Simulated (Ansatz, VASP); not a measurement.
ZnCd2Se3: VASP beside Ansatz

```
Zn Cd Se
1.0
     9.58344    0.00000    0.00000
    -4.79172    8.29950    0.00000
     0.00000    0.00000    2.72169
Zn Cd Se
1 2 3
Cartesian
  0.0000 0.0000 1.3608
  0.0000 5.5330 1.3608
  4.7917 2.7665 1.3608
  4.7917 0.0000 1.3608
  -2.3959 4.1498 1.3608
  2.3959 4.1498 1.3608
```

Alike in both runs: functional PBE; k mesh 3 × 3 × 6; occupations gaussian, width 0.1 eV; no spin polarisation.

Ansatz relaxed the structure, and its values are those at the end. VASP's run is a single point on that final structure, the one shown.

```csv
,VASP,Ansatz
version,VASP 6.6.1,Ansatz 0.2.0
potentials or method,"VASP PAW PBE potentials, release 64 (Zn, Cd, Se)","scalar-relativistic, plane waves, PAW"
plane-wave cutoff (eV),520,420
valence electrons in the cell,54,100
```

```csv
,VASP,Ansatz,Ansatz less VASP
gap on the k mesh at the Fermi level (eV),none,none,-
pressure (GPa),0.2,0.0,-0.14
```

A gap of «none» marks a metal or a gap that the smearing closes. The two sets of potentials don't hold the same shells in valence.

Caveats: the k mesh is coarse (spacing up to 0.38 Å⁻¹), so the values aren't converged.
